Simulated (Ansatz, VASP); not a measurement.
# C: VASP beside Ansatz, part 2 of 2

One calculation is typed for both programs; each brings its own data sets. How far apart do they land? The structure shown is frame 15 of Ansatz's trajectory.

VASP 6.6.1 and Ansatz 0.2.0.

So far: The structure; Ansatz: dynamics, PBE.

### 3. VASP: single point, PBE

Level of this step: PBE; plane waves and PAW (C) (VASP).

The same cell, functional, mesh and smearing now go to VASP, with its own data sets.

Lines of VASP's logs that name or quote its potential files are left out, and so is its time.

Input file INCAR:

```
SYSTEM = C
PREC = Accurate
ENCUT = 520
EDIFF = 1E-06
NELM = 120
ISMEAR = -1
SIGMA = 0.05
LREAL = Auto
ALGO = Normal
GGA = PE
NBANDS = 176
LORBIT = 11
LWAVE = .FALSE.
LCHARG = .FALSE.
ISIF = 2
LASPH = .TRUE.
GGA_COMPAT = .FALSE.
EFERMI = MIDGAP
NCORE = 2
```

Input file POSCAR:

```
C
1.0
    9.0223000000      0.0000000000      0.0000000000
    0.0000000000      9.0223000000      0.0000000000
    0.0000000000      0.0000000000      9.0223000000
C
64
Direct
    0.1331256997      0.4279950789      0.6245857486
    0.2382319364      0.8019573723      0.3083027609
    0.5130509959      0.5258526096      0.9793400796
    0.8484754442      0.0064395997      0.2862019662
    0.0693503874      0.5596134023      0.6646642209
    0.8314731277      0.5346419427      0.5683473172
    0.0309566297      0.9055340656      0.6171153697
    0.6531039757      0.7620451548      0.1005176064
    0.4817286058      0.9559314144      0.9883732529
    0.5545370914      0.6354477240      0.1147822617
    0.2968644359      0.5225829334      0.4028462809
    0.3619476187      0.9742083504      0.1239706062
    0.2187690500      0.1880119260      0.5957904304
    0.1119780987      0.2735001053      0.6753931924
    0.9109761369      0.6310585992      0.1388891968
    0.4900635093      0.9932168072      0.8293450672
    0.4186293961      0.4747569910      0.3116721900
    0.3936579364      0.4501956264      0.0028817486
    0.6953880939      0.4359642220      0.7599835962
    0.0484466267      0.6942575618      0.1031444310
    0.9390399344      0.2144464272      0.1719184687
    0.9678352527      0.1858949492      0.6966848808
    0.1512585483      0.5864579985      0.1691808076
    0.2472207752      0.0428604680      0.6584795451
    0.4051849307      0.9739645102      0.4284827594
    0.7439455571      0.9554215666      0.8885206655
    0.8893519391      0.4761867816      0.1581082429
    0.7842235350      0.4146836173      0.2459461556
    0.2801170433      0.8807842790      0.4468261973
    0.0044112920      0.3677665340      0.1273954535
    0.6999213061      0.5440519601      0.3260476819
    0.1052614078      0.8417255024      0.0836926283
    0.3961074227      0.0532901810      0.2844174989
    0.2384203584      0.4132094920      0.4984649147
    0.3923168150      0.3277767310      0.2483734746
    0.3557740266      0.2062445274      0.3323321104
    0.6281435997      0.5009919865      0.8708089955
    0.8325925762      0.2534830365      0.2773017967
    0.7918934196      0.1336909657      0.3698059253
    0.9281779591      0.7788368819      0.5711293129
    0.5474989748      0.5643904548      0.2498697671
    0.6368110127      0.9951121111      0.7729182138
    0.9451026900      0.0636423085      0.1694800661
    0.9555878213      0.6283541891      0.6178801414
    0.3169036720      0.3834055618      0.1027232524
    0.9796282544      0.0158385334      0.7342030303
    0.7980005098      0.7419394168      0.1786573268
    0.9994790685      0.9672256520      0.0411314188
    0.8186050120      0.8531749111      0.3114948516
    0.8428560345      0.2359487049      0.6310031810
    0.2864568901      0.2623499551      0.4768074659
    0.7366968511      0.1236602640      0.5288119437
    0.8985957018      0.9646653292      0.8960797136
    0.7679084047      0.6072509227      0.4542079071
    0.4875918557      0.0072819569      0.5625949037
    0.4050075923      0.0158052825      0.6995777130
    0.2446382851      0.8803187657      0.1519346508
    0.8270618357      0.7606375314      0.4508052270
    0.7853318998      0.3930150848      0.6501335580
    0.6458996043      0.0347139865      0.6140119482
    0.6187335823      0.8923888587      0.0107178879
    0.1708987730      0.9138357182      0.5683251499
    0.1469691764      0.4294248695      0.1259989138
    0.2173503430      0.6469082163      0.2969198541
```

Input file KPOINTS:

```
Automatic mesh
0
Gamma
1 1 1
0 0 0
```

The projector-augmented-wave data sets are C (PBE family, release 64).

Launch:

```
$ mpirun -np 8 vasp_gam
```

Numbers of over 12 decimals in the logs are rounded to 6 here.

Log:

```text
[banner, memory and clock lines left out]
running    8 mpi-ranks, on    1 nodes
[...]
LDA part: xc-table for (Slater+PW92), standard interpolation
 POSCAR, INCAR and KPOINTS ok, starting setup
[...]
entering main loop
       N       E                     dE             d eps       ncg     rms          rms(c)
DAV:   1     0.184989024160E+04    0.18499E+04   -0.14118E+05   352   0.139E+03
DAV:   2    -0.377525781438E+03   -0.22274E+04   -0.20943E+04   456   0.324E+02
DAV:   3    -0.558535402872E+03   -0.18101E+03   -0.17636E+03   416   0.932E+01
DAV:   4    -0.564250707554E+03   -0.57153E+01   -0.56684E+01   432   0.177E+01
[...]
DAV:  17    -0.531624068078E+03   -0.14424E-04   -0.46118E-05   400   0.195E-02    0.167E-02
DAV:  18    -0.531624072003E+03   -0.39259E-05   -0.14684E-05   376   0.104E-02    0.907E-03
DAV:  19    -0.531624072800E+03   -0.79693E-06   -0.61994E-06   336   0.699E-03
   1 F= -.53162407E+03 E0= -.53157361E+03  d E =-.100931E+00
```

From OUTCAR (step 3):

```text
  Total      -17.4487734    -33.7277224    -51.5650148      1.7908655     -8.7262312     11.4323317
  in kB      -38.0648123    -73.5776320   -112.4900056      3.9068053    -19.0364300     24.9398369
  external PRESSURE =     -74.7108166 kB  Pullay stress =       0.0000000 kB

 POSITION                                       TOTAL-FORCE (eV/Angst)
 -----------------------------------------------------------------------------------
      1.20110      3.86150      5.63520         0.342622     -0.725808     -0.117713
      2.14940      7.23550      2.78160         0.678343      0.499005     -0.215154
      4.62890      4.74440      8.83590         2.914788      2.604295     -0.992139
      7.65520      0.05810      2.58220        -0.090001     -1.014253      1.397930
      0.62570      5.04900      5.99680         3.260381     -2.750299     -0.108335
      7.50180      4.82370      5.12780         0.245288     -2.433300      0.937306
      0.27930      8.17000      5.56780        -3.263015     -1.558117      0.601114
      5.89250      6.87540      0.90690         1.097791      0.712759     -0.635431
      4.34630      8.62470      8.91740        -2.380428      0.941296     -0.051242
      5.00320      5.73320      1.03560         0.329553     -0.432117     -1.603462
      2.67840      4.71490      3.63460         0.172615      1.251483     -1.667991
      3.26560      8.78960      1.11850         2.158105      0.607556      0.149876
      1.97380      1.69630      5.37540        -0.152278     -1.126329      1.557644
      1.01030      2.46760      6.09360        -0.799827      0.198753     -0.264465
[...]
-----------------------------------------------------------------------------------
    total drift:                               -0.000009     -0.037459      0.042104

  FREE ENERGIE OF THE ION-ELECTRON SYSTEM (eV)
  ---------------------------------------------------
  free  energy   TOTEN  =      -531.6240728004 eV

  energy  without entropy=     -531.5231420127  energy(sigma->0) =     -531.57360741

[... 2 further parts left out ...]
```

The run ends at a pressure of -7.47 GPa, with forces up to 4.8 eV/Å.

### 4. Comparison

Known differences besides the potentials themselves: the cutoff is 420 eV in Ansatz and 520 eV in VASP (PREC = Accurate, projectors in real space). Total energies have different zeros and are not compared.

Forces on 10 of the 64 atoms, those with the largest forces and the largest differences (eV/Å; atoms numbered as in POSCAR):

```tsv
atom	Ansatz x, y, z	VASP x, y, z
C3	2.903, 2.590, -0.982	2.915, 2.604, -0.992
C5	3.228, -2.738, -0.124	3.260, -2.750, -0.108
C9	-2.327, 0.919, -0.070	-2.380, 0.941, -0.051
C19	-2.448, 1.533, 3.842	-2.461, 1.544, 3.855
C21	1.096, 2.589, -1.046	1.137, 2.613, -1.088
C28	-0.821, -0.048, 3.449	-0.863, -0.069, 3.474
C38	-2.792, 3.245, 1.725	-2.816, 3.276, 1.749
C44	-3.152, 2.295, 0.582	-3.151, 2.318, 0.590
C61	3.437, -0.990, 1.208	3.489, -0.997, 1.203
C62	4.305, 1.430, 0.049	4.321, 1.422, 0.035
```

The forces differ by 19 meV/Å r.m.s., which is 1.3 % of the r.m.s. force of 1.417 eV/Å (both taken over all components).

### 5. Summary of results

| Item | Value |
| --- | --- |
| r.m.s. force difference (single point, PBE) | 1.3 % of the r.m.s. force |

The r.m.s. force difference is 1.3 % of the r.m.s. force (single point, PBE), within the 3 % picked in this series as the mark of a large difference. 2 further runs of this series are not shown here. Such differences can come from data sets, numerical settings and the points named under the comparisons, not from the functional's error against experiment.

[Lines on the potential files, build, host, timing and source positions are cut from VASP's logs without a mark.]

[Logs are printed without paths, hosts, clocks, repeated set-up lines and the standing remarks that a program may print on its own settings, such as how far it seeks lower states.]

[Hosts, paths, dates, database ids (printed as entryN), source tags and the programs' standing remarks are cut or masked in the printed files.]
